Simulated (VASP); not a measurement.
Given:

```
CELL_PARAMETERS angstrom
     -1.45238     1.45238     1.45238
      1.45238    -1.45238     1.45238
      1.45238     1.45238    -1.45238
ATOMIC_POSITIONS crystal
  V  0.00000 0.00000 0.00000
```

These are revTPSS meta-GGA, VASP's PBE PAW potentials (set 64) (plane waves; VASP) values and carry that method's errors. Run with 520 eV cut-off, 17×17×17 Γ-centred mesh, first-order Methfessel-Paxton smearing of 0.10 eV, potentials V_sv.

Question: Predict the energy per atom (σ→0), pressure, band gap (on the k-mesh) with the smallest direct gap where there is one.

Answer: 
```yaml
band gap (on the k-mesh): none (metal, semimetal or under 0.01 eV)
energy per atom (σ→0): -8.151 eV/atom
pressure: 14.52 GPa
```

The compound is V in the bcc structure. This cell is one point of a volume scan, at 0.94 of the reference volume. The run is not spin-polarised, so no magnetic state was tried.
